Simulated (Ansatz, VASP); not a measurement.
## Cross-check of HfN between VASP and Ansatz

One calculation is typed for both programs; each brings its own data sets. How far apart do they land? The cell is taken from a series of runs on this material, whose earlier steps may have relaxed, scaled, displaced or heated it; both programs get it as it stands.

Calculated with Ansatz 0.2.0; plane waves, with VASP 6.6.1 beside it; PBEsol.

### Step 1. Set-up

The structure is cubic, space group Fm-3m (No. 225). Conventional cell: a = 4.378 Å, b = 4.378 Å, c = 4.378 Å, α = 90.00°, β = 90.00°, γ = 90.00°. Nearest to N lie 6 Hf at 2.19 Å. Nearest to Hf lie 6 N at 2.19 Å. Farther neighbours and most contacts between anions are not listed.

### Step 2. VASP: single point, PBEsol, pair 1

A single point takes one fixed geometry, so differences don't come from the geometry; what else differs is listed under the comparison.

Lines of VASP's logs that name or quote its potential files are left out, and so is its time.

INCAR

```
SYSTEM = HfN
PREC = Accurate
ENCUT = 600
EDIFF = 1E-06
NELM = 120
ISMEAR = 1
SIGMA = 0.2
LREAL = .FALSE.
ALGO = Normal
GGA = PS
NBANDS = 13
LASPH = .TRUE.
LORBIT = 11
LWAVE = .FALSE.
LCHARG = .FALSE.
ISIF = 2
GGA_COMPAT = .FALSE.
```

POSCAR

```
HfN
1.0
    0.0000000000      2.1891170262      2.1891170262
    2.1891170262      0.0000000000      2.1891170262
    2.1891170262      2.1891170262      0.0000000000
N Hf
1 1
Direct
    0.5000000000      0.5000000000      0.5000000000
    0.0000000000      0.0000000000      0.0000000000
```

KPOINTS

```
Automatic mesh
0
Gamma
16 16 16
0 0 0
```

The projector-augmented-wave data sets are N and Hf_pv (PBE family, release 64).

Launch:

```console
mpirun -np 1 vasp_std
```

Numbers of over 12 decimals in the logs are rounded to 6 here.

The program printed:

```text
[banner, memory and clock lines left out]
running    1 mpi-ranks, on    1 nodes
 distrk:  each k-point on    1 cores,    1 groups
 distr:  one band on    1 cores,    1 groups

 POSCAR found type information on POSCAR N Hf
 POSCAR found :  2 types and       2 ions
|                                                                             |
|               ----> ADVICE to this user running VASP <----                  |
|                                                                             |
|     You enforced a specific xc type in the INCAR file but a different       |
|     [... a line on the potential file left out ...]
|     I HOPE YOU KNOW WHAT YOU ARE DOING!                                     |
|                                                                             |

 LDA part: xc-table for (Slater+PW92), standard interpolation
 POSCAR, INCAR and KPOINTS ok, starting setup
 FFT: planning ... GRIDC
 FFT: planning ... GRID_SOFT
 FFT: planning ... GRID
 WAVECAR not read
 entering main loop
       N       E                     dE             d eps       ncg     rms          rms(c)
DAV:   1     0.435359111803E+02    0.43536E+02   -0.86838E+03  3778   0.123E+03
DAV:   2    -0.233121578218E+02   -0.66848E+02   -0.62426E+02  4768   0.274E+02
DAV:   3    -0.255982513228E+02   -0.22861E+01   -0.22665E+01  4690   0.428E+01
DAV:   4    -0.256090820724E+02   -0.10831E-01   -0.10821E-01  4125   0.320E+00
DAV:   5    -0.256091543037E+02   -0.72231E-04   -0.72229E-04  4584   0.232E-01    0.607E+01
DAV:   6    -0.229414488457E+02    0.26677E+01   -0.78987E+00  4488   0.239E+01    0.484E+01
DAV:   7    -0.228909511300E+02    0.50498E-01   -0.47598E-01  4100   0.626E+00    0.271E+01
DAV:   8    -0.228739253875E+02    0.17026E-01   -0.59912E-02  4580   0.227E+00    0.496E+00
DAV:   9    -0.228701562059E+02    0.37692E-02   -0.16327E-02  4470   0.101E+00    0.206E+00
DAV:  10    -0.228698227487E+02    0.33346E-03   -0.19809E-03  4525   0.423E-01    0.445E-01
DAV:  11    -0.228697798595E+02    0.42889E-04   -0.13779E-04  4384   0.125E-01    0.686E-02
DAV:  12    -0.228697787576E+02    0.11019E-05   -0.99894E-06  4762   0.281E-02    0.190E-02
DAV:  13    -0.228697783805E+02    0.37706E-06   -0.32657E-07  2305   0.593E-03
   1 F= -.22869778E+02 E0= -.22869698E+02  d E =-.242298E-03
```

OUTCAR, selected parts (step 2):

```text
ion  position               nearest neighbor table
   1  0.500  0.500  0.500-   2 2.19   2 2.19   2 2.19   2 2.19   2 2.19   2 2.19
   2  0.000  0.000  0.000-   1 2.19   1 2.19   1 2.19   1 2.19   1 2.19   1 2.19

  LATTYP: Found a face centered cubic cell.
 ALAT       =     4.3782340524

 Subroutine GETGRP returns: Found 48 space group operations
 (whereof 48 operations were pure point group operations)

The static configuration has the point symmetry O_h .

 Found    145 irreducible k-points:

   k-points           NKPTS =    145   k-points in BZ     NKDIM =    145   number of bands    NBANDS=     13

   dimension x,y,z NGX =    28 NGY =   28 NGZ =   28
   dimension x,y,z NGXF=    56 NGYF=   56 NGZF=   56

   ENCUT  =  600.0 eV  44.10 Ry    6.64 a.u.   6.18  6.18  6.18*2*pi/ulx,y,z

   NELECT =      15.0000    total number of electrons

 k-points in reciprocal lattice and weights: Automatic mesh
   0.00000000  0.00000000  0.00000000       0.000
   0.06250000  0.00000000  0.00000000       0.002
   0.12500000  0.00000000  0.00000000       0.002
   0.18750000  0.00000000  0.00000000       0.002
   0.25000000  0.00000000  0.00000000       0.002
   0.31250000  0.00000000  0.00000000       0.002
   0.37500000  0.00000000  0.00000000       0.002
   0.43750000  0.00000000  0.00000000       0.002
   0.50000000  0.00000000  0.00000000       0.001
[...]
-0.31250000  0.50000000  0.18750000       0.003
  -0.25000000  0.50000000  0.25000000       0.001

 average (electrostatic) potential at core
       1 -60.8408       2 -33.1762

 E-fermi :   9.0503

 k-point     1 :       0.0000    0.0000    0.0000
  band No.  band energies     occupation
    ...
      6       5.9742      2.00000
      7       5.9742      2.00000
      8       8.6213      2.00974
      9       8.6213      2.00974
     10       8.6213      2.00974
     11      11.2333     -0.00000
     12      11.2333     -0.00000
     13      11.8291     -0.00000

 k-point     2 :       0.0625    0.0000    0.0000
  band No.  band energies     occupation
    ...
      6       5.6974      2.00000
      7       5.6974      2.00000
      8       8.7610      2.05991
      9       8.7752      2.06528
     10       8.7752      2.06528
     11      11.5881     -0.00000
     12      11.5881     -0.00000
     13      12.1112     -0.00000

 k-point     3 :       0.1250    0.0000    0.0000
  band No.  band energies     occupation
    ...
      4      -8.4989      2.00000
      5       4.5750      2.00000
      6       5.0673      2.00000
      7       5.0673      2.00000
      8       9.0077      1.35118
      9       9.1753      0.13804
     10       9.1753      0.13804
     11      12.5023     -0.00000
     12      12.5023     -0.00000
     13      12.8405     -0.00000

  Total        3.3985797      3.3985797      3.3985797      0.0000000      0.0000000     -0.0000000
  in kB      259.5201669    259.5201669    259.5201669      0.0000000      0.0000000     -0.0000000
  external PRESSURE =     259.5201669 kB  Pullay stress =       0.0000000 kB

  energy-cutoff  :      600.00
  volume of cell :       20.98
      direct lattice vectors                 reciprocal lattice vectors
     0.000000000  2.189117026  2.189117026    -0.228402591  0.228402591  0.228402591
     2.189117026  0.000000000  2.189117026     0.228402591 -0.228402591  0.228402591
     2.189117026  2.189117026  0.000000000     0.228402591  0.228402591 -0.228402591

 POSITION                                       TOTAL-FORCE (eV/Angst)
 -----------------------------------------------------------------------------------
      2.18912      2.18912      2.18912         0.000000      0.000000     -0.000000
      0.00000      0.00000      0.00000         0.000000      0.000000      0.000000
 -----------------------------------------------------------------------------------
    total drift:                                0.000000      0.000000      0.000000

  FREE ENERGIE OF THE ION-ELECTRON SYSTEM (eV)
  ---------------------------------------------------
  free  energy   TOTEN  =       -22.8697783805 eV

  energy  without entropy=      -22.8695360820  energy(sigma->0) =      -22.86969761

 total charge
# of ion       s       p       d       tot
------------------------------------------
    1        1.233   2.555   0.000   3.788
    2        0.322   6.709   1.948   8.979
--------------------------------------------------
tot          1.555   9.264   1.948  12.767

[... 3 further parts left out ...]
```

This run has no spin polarisation. Its electron count is odd, so without a moment it is a metal by construction. Harder data sets than Hf_pv exist (the GW ones), and pressures, volumes and forces can shift noticeably with them. The PAW data sets were made with PBE, which is usual practice but a small mismatch for other functionals.

### Step 3. Ansatz: single point, PBEsol, pair 1

Ansatz runs on its PAW soft_1 files.

The same cell, functional, mesh and smearing now go to Ansatz, which takes its cutoff from its data sets.

input.yaml

```yaml
crystal:
  lattice:
    - [0.0, 2.1891170262, 2.1891170262]
    - [2.1891170262, 0.0, 2.1891170262]
    - [2.1891170262, 2.1891170262, 0.0]
  atoms:
    - { symbol: "N", position: [0.5, 0.5, 0.5] }
    - { symbol: Hf, position: [0.0, 0.0, 0.0] }
kpoints:
  mp_grid: { grid: [16, 16, 16] }
hamiltonian:
  xc: pbesol
  pseudopotentials: { kind: paw, azcp: { folder: soft_1 }, xc_functional: pbe }
scf:
  occupations: { method: methfessel_paxton, width: 0.2 }
output:
  forces: true
  stress: true
  eigenvalues: true
```

Launch:

```console
ansatz run input.yaml --threads 4 --pin off --max-ram 10240MiB --backend cpu --events-out ev --progress --plain --runs-dir out
```

The program printed:

```text
Engine: ansatz 0.2.0, x86_64-unknown-linux-gnu
Pseudopotentials: kind: paw
Pseudopotential: N, paw, valence charge 5, recommended cutoff 420 eV (normal), soft_1/N.paw.azcp
Pseudopotential: Hf, paw, valence charge 26, recommended cutoff 420 eV (normal), soft_1/Hf.paw.azcp
Functional definition: PBEsol
  exchange = pbesol_x
  correlation = pbesol_c
Crystal: 2 atoms, lattice volume = 20.982 Å³
Basis set: ecut = 420 eV, 411 PW (Γ), exchange–correlation on 48×48×48 points (8 copies of the dense FFT grid, shifted against one another)
Bands: 20, of which v1, the nominal top of the filled ones, is band 16 counted from 1 (15 counted from 0)
Symmetry: 48 space group operations
Space group: Fm-3m (ITA 225), of the structure as read, at distance tolerance 2.8e-5 Å
k-points: 145 of 4096
Non-local potential: N, projectors of the file, l = 0: 2, l = 1: 2, l = 2: 1
Non-local potential: Hf, projectors of the file, l = 0: 3, l = 1: 2, l = 2: 2, l = 3: 3
PAW form: soft (Blöchl's): semilocal exchange-correlation on the pseudo side does not see the compensation charge
PAW frozen core: N, regenerated for the run's functional, and the local potential with it (the file was generated under x = pbe(κ = 0.804, μ = 0.219515), c = pbe(β = 0.066725))
PAW frozen core: Hf, regenerated for the run's functional, and the local potential with it (the file was generated under x = pbe(κ = 0.804, μ = 0.219515), c = pbe(β = 0.066725))
PAW one-centre angular grid: N, 110 points (default); XC on 64 Gauss nodes
PAW one-centre angular grid: Hf, 590 points (default); XC on 64 Gauss nodes
Initial density: superposition of atomic densities (chi_scale 0.1, normalization cell, long waves kept (reshape's long-wave potential 0.00 eV rms))
Initial wavefunctions: pseudopotential atomic-orbital guess
Functional: x = pbesol(κ = 0.804, μ = 0.123457), c = pbesol(β = 0.046)
SCF iter   1: F=—  HF=-15980.928536 eV  |F-HF|=—  |Δ(HF+E_count)|=         —  Δρ=5.14e-2  dr2=3.61e-1  ethr=3.10e-3  ⟨swp⟩=4.8  Hψ=12426  notcnv=0
preconditioner: auto → Kerker (q_TF=auto, 2.912 Å⁻¹)  [metal: Δε(μ)=0.017 eV  Ē_g=19.457 eV  σ=0.200 eV  W_gap=0.07  n_scr=14 (ndim 8)  ℏωp=43.7 eV  f_vac=0.000  D(μ)=0.52/eV (n_scr^D=0)]
SCF iter   2: F=—  HF=-15980.884781 eV  |F-HF|=—  |Δ(HF+E_count)|=   4.38e-2  S|Δr|=    0.00e0  Δρ=2.99e-2  dr2=8.53e-2  ethr=1.16e-3  ⟨swp⟩=1.4  Hψ=4161  notcnv=0  defer=15
SCF iter   3: F=—  HF=-15980.875606 eV  |F-HF|=—  |Δ(HF+E_count)|=   9.17e-3  S|Δr|=    0.00e0  Δρ=8.42e-3  dr2=9.46e-3  ethr=2.75e-4  ⟨swp⟩=1.0  Hψ=2864  notcnv=0  defer=15
SCF iter   4: F=—  HF=-15980.874088 eV  |F-HF|=—  |Δ(HF+E_count)|=   1.52e-3  S|Δr|=    0.00e0  Δρ=2.07e-3  dr2=6.14e-4  ethr=3.05e-5  ⟨swp⟩=2.0  Hψ=3932  notcnv=0  defer=15
SCF iter   5: F=—  HF=-15980.873272 eV  |F-HF|=—  |Δ(HF+E_count)|=   8.16e-4  S|Δr|=    0.00e0  Δρ=1.28e-3  dr2=1.95e-4  ethr=1.98e-6  ⟨swp⟩=2.2  Hψ=5422  notcnv=0  defer=15
SCF iter   6: F=—  HF=-15980.873318 eV  |F-HF|=—  |Δ(HF+E_count)|=   4.63e-5  S|Δr|=    0.00e0  Δρ=2.42e-4  dr2=7.51e-6  ethr=6.30e-7  ⟨swp⟩=2.0  Hψ=5221  notcnv=0  defer=20
SCF iter   7: F=—  HF=-15980.873316 eV  |F-HF|=—  |Δ(HF+E_count)|=   2.06e-6  S|Δr|=    0.00e0  Δρ=4.91e-5  dr2=3.41e-7  ethr=2.42e-8  ⟨swp⟩=2.1  Hψ=4375  notcnv=0  defer=20
SCF iter   8: F=-15980.873316 eV  HF=-15980.873316 eV  |F-HF|=7.27e-8  |Δ(HF+E_count)|=   1.95e-9  S|Δr|=    0.00e0  Δρ=1.79e-5  dr2=6.68e-8  ethr=3.23e-10  ⟨swp⟩=6.9  Hψ=14718  notcnv=0
SCF 1 converged in 8 iterations: F = -15980.873316 eV  dr2 = 6.68e-8
  greatest PAW one-centre occupation: 0.998 electrons in one spin orbital (limit 2), on the Hf atom at site 1 (counted from 0), in its partial waves of l = 0
SCF converged after 8 iterations
Stability not checked: this state was not tested for a lower state beside it, because cold or Methfessel-Paxton smearing, or corrected tetrahedra, fill the levels in a way that the test cannot read (fill_not_monotonic; see scf.lower_state_search)
Free energy (F): -15980.873316 eV
Harris-Foulkes:  -15980.873316 eV  (|F-HF|=7.27e-8)
Internal energy: -15980.872862 eV  (E = F + TS)
E sigma→0 (E₀):  -15980.873203 eV
Entropy (-TS):   -0.000454 eV (-0.227 meV/atom)
Fermi energy:    24.221937 eV
--- Per-component energies (eV) ---
  E_band       = 197.928374
  E_kinetic    = 546.889948
  E_local      = -5673.771611  (includes V_loc(G=0)·N_el)
  E_nonlocal   = 103.966259
  E_hartree    = 2822.280023
  E_xc         = -327.324081
  E_vxc        = -334.809953  (∫ρ·V_xc dr)
  E_paw        = -7702.998937  (= ΣΔE_a)
  E_vpaw       = -88.895267  (= ΣTr[D̂ρ^β])
  E_aug_tail   = 0.000946  (compensation charges beyond the density's cutoff)
  E_ewald      = -5751.194564
  E_core_change = 1.279155  (= ΣΔE_core)
  E_smearing   = -0.000454  (= −TS)
  E_closure    = -0.000000  (closes the sum)
  Σ components = -15980.873316   (vs F -15980.873316, Δ=0.00e0)
--- Forces (eV/Å), atoms counted from 1 ---
  atom   1  N      0.00000000    -0.00000000    -0.00000000
  atom   2  Hf    -0.00000000     0.00000000     0.00000000
  max |Σ_I F_I| component: 9.47e-30 eV/Å
--- Stress (GPa, compression-positive) ---
       28.307265       0.000000      -0.000000
       -0.000000      28.307265       0.000000
        0.000000      -0.000000      28.307265
  P = ⅓ Tr σ = 28.3073 GPa (283.073 kbar)
--- Band table (eV; the first three rows and the last of 145) ---
  k-point 0: bands = [... 12 lower, 21.2653, 21.2653, 21.2653, 23.7486, 23.7486, 23.7486, 26.3559, 26.3559]
  k-point 1: bands = [... 12 lower, 20.8242, 20.9759, 20.9759, 23.9040, 23.9064, 23.9064, 26.7147, 26.7147]
  k-point 2: bands = [... 12 lower, 19.8471, 20.3222, 20.3222, 24.1727, 24.3115, 24.3115, 27.6329, 27.6329]
  k-point 144: bands = [... 12 lower, 17.7204, 18.6235, 18.6235, 25.4787, 25.4787, 30.5064, 30.7357, 31.2472]
```

The run ends at a pressure of 28.31 GPa.

### Step 4. Side by side

Known differences besides the potentials themselves: the data sets hold 31 valence electrons in Ansatz (on its PAW soft_1 files) and 15 in VASP; the cutoff is 420 eV in Ansatz and 600 eV in VASP; Ansatz makes its cores anew for this functional, VASP keeps those of its PBE data sets. Total energies have different zeros and are not compared.

The two programs side by side:

| quantity | Ansatz | VASP | difference |
| --- | --- | --- | --- |
| pressure (GPa) | 28.31 | 25.95 | +2.36 |

### Step 5. Further runs

Further runs change the set-up of one program: Ansatz's method, potentials or start, or VASP's data sets, cutoff or form of LDA. The table gives that difference for each run.

| run | pressure (GPa) |
| --- | --- |
| as above | 2.4 |
| VASP with the data sets N and Hf_sv | 1.4 |

### Step 6. VASP: single point, PBEsol, pair 2

A single point takes one fixed geometry, so differences don't come from the geometry; what else differs is listed under the comparison. The cell compared in this pair holds 20.53 Å³, against 20.98 Å³ for the pair before.

INCAR is that of step 2.

POSCAR

```
HfN
1.0
    0.0000000000      2.1731375001      2.1731375001
    2.1731375001      0.0000000000      2.1731375001
    2.1731375001      2.1731375001      0.0000000000
N Hf
1 1
Direct
    0.5000000000      0.5000000000      0.5000000000
    0.0000000000      0.0000000000      0.0000000000
```

KPOINTS is that of step 2.

Launch:

```console
mpirun -np 1 vasp_std
```

The program printed:

```text
[banner, memory and clock lines left out]
running    1 mpi-ranks, on    1 nodes
[...]
[... a notice as in an earlier step ...]

 LDA part: xc-table for (Slater+PW92), standard interpolation
 POSCAR, INCAR and KPOINTS ok, starting setup
[...]
entering main loop
       N       E                     dE             d eps       ncg     rms          rms(c)
DAV:   1     0.440269858420E+02    0.44027E+02   -0.87696E+03  3770   0.124E+03
DAV:   2    -0.232937176281E+02   -0.67321E+02   -0.63028E+02  4849   0.276E+02
DAV:   3    -0.255213947293E+02   -0.22277E+01   -0.22091E+01  4563   0.425E+01
DAV:   4    -0.255313371807E+02   -0.99425E-02   -0.99308E-02  4230   0.307E+00
[...]
DAV:  11    -0.227823275161E+02    0.40425E-04   -0.13043E-04  4386   0.123E-01    0.708E-02
DAV:  12    -0.227823263592E+02    0.11569E-05   -0.93498E-06  4709   0.274E-02    0.225E-02
DAV:  13    -0.227823259601E+02    0.39919E-06   -0.35231E-07  2305   0.614E-03
   1 F= -.22782326E+02 E0= -.22782211E+02  d E =-.345566E-03
```

From OUTCAR (step 6):

```text
  Total        4.5037882      4.5037882      4.5037882     -0.0000000     -0.0000000      0.0000000
  in kB      351.5579538    351.5579538    351.5579538     -0.0000000     -0.0000000      0.0000000
  external PRESSURE =     351.5579538 kB  Pullay stress =       0.0000000 kB

 POSITION                                       TOTAL-FORCE (eV/Angst)
 -----------------------------------------------------------------------------------
      2.17314      2.17314      2.17314         0.000000      0.000000      0.000000
      0.00000      0.00000      0.00000        -0.000000     -0.000000     -0.000000
 -----------------------------------------------------------------------------------
    total drift:                                0.000000      0.000000      0.000000

  FREE ENERGIE OF THE ION-ELECTRON SYSTEM (eV)
  ---------------------------------------------------
  free  energy   TOTEN  =       -22.7823259601 eV

  energy  without entropy=      -22.7819803944  energy(sigma->0) =      -22.78221077

[... 1 part as in an earlier step ...]

[... 2 further parts left out ...]
[key lines of the parts left out:]
E-fermi :   9.2545
```

The run ends at a pressure of 35.16 GPa.

### Step 7. Ansatz: single point, PBEsol, pair 2

The same cell, functional, mesh and smearing now go to Ansatz, which takes its cutoff from its data sets.

The cell is taken from a series of runs on this material, whose earlier steps may have relaxed, scaled, displaced or heated it; both programs get it as it stands.

input.yaml, the sections that differ from step 3:

```yaml
crystal:
  lattice:
    - [0.0, 2.1731375001, 2.1731375001]
    - [2.1731375001, 0.0, 2.1731375001]
    - [2.1731375001, 2.1731375001, 0.0]
  atoms:
    - { symbol: "N", position: [0.5, 0.5, 0.5] }
    - { symbol: Hf, position: [0.0, 0.0, 0.0] }
# kpoints, hamiltonian, scf, output: as in step 3
```

Launch:

```console
ansatz run input.yaml --threads 4 --pin off --max-ram 10240MiB --backend cpu --events-out ev --progress --plain --runs-dir out
```

The program printed:

```text
[...]
Crystal: 2 atoms, lattice volume = 20.525 Å³
Basis set: ecut = 420 eV, 411 PW (Γ), exchange–correlation on 48×48×48 points (8 copies of the dense FFT grid, shifted against one another)
Bands: 20, of which v1, the nominal top of the filled ones, is band 16 counted from 1 (15 counted from 0)
Symmetry: 48 space group operations
[...]
k-points: 145 of 4096
[...]
--- Band table (eV; the first three rows and the last of 145) ---
  k-point 0: bands = [... 12 lower, 21.7979, 21.7979, 21.7979, 24.2687, 24.2687, 24.2687, 26.9480, 26.9480]
  k-point 1: bands = [... 12 lower, 21.3507, 21.4979, 21.4979, 24.4313, 24.4313, 24.4319, 27.3188, 27.3188]
  k-point 2: bands = [... 12 lower, 20.3618, 20.8236, 20.8236, 24.7148, 24.8472, 24.8472, 28.2663, 28.2663]
  k-point 144: bands = [... 12 lower, 18.1757, 19.1470, 19.1470, 26.0514, 26.0514, 31.2310, 31.5215, 32.0129]
[key lines of the parts left out:]
SCF converged after 9 iterations
Free energy (F): -15980.779934 eV
Fermi energy:    24.762361 eV
P = ⅓ Tr σ = 37.4698 GPa (374.698 kbar)
```

The run ends at a pressure of 37.47 GPa.

(Continued in part 2 of 2.)

[Lines on the potential files, build, host, timing and source positions are cut from VASP's logs without a mark.]

[Logs are printed without paths, hosts, clocks, repeated set-up lines and the standing remarks that a program may print on its own settings, such as how far it seeks lower states.]

[Hosts, paths, dates, database ids (printed as entryN), source tags and the programs' standing remarks are cut or masked in the printed files.]
